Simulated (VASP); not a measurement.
# HfPd (space group Cmcm): computed properties

Level of theory: PBEsol GGA, VASP's PBE PAW potentials (set 64) (plane waves; VASP 6.6.1).

| Property | Value |
|---|---|
| space group | Cmcm (63) |
| cell | a = 3.2451 Å, b = 10.2041 Å, c = 4.3375 Å, α = β = γ = 90.00° |
| volume per atom | 17.95 Å³/atom |
| band gap (over mesh and band path) | none (metal, semimetal or under 0.01 eV) |
| band gap with spin-orbit coupling | none (metallic) |
| density | 13.18 g/cm³ |

```
HfPd
1.0
    1.62255    -5.10206     0.00000
    1.62255     5.10206     0.00000
    0.00000     0.00000     4.33745
Hf Pd
2 2
Direct
  0.85702   0.14298   0.75000
  0.14298   0.85702   0.25000
  0.58870   0.41130   0.75000
  0.41130   0.58870   0.25000
```

Unless said otherwise, spin-orbit coupling is left out, though it shifts the bands of the heavy elements here.

The structure comes from a computed database's HfPd entry (Cmcm); how it stands against other phases isn't given here. It was relaxed first. Symmetry was kept, so distortions that lower it aren't found.
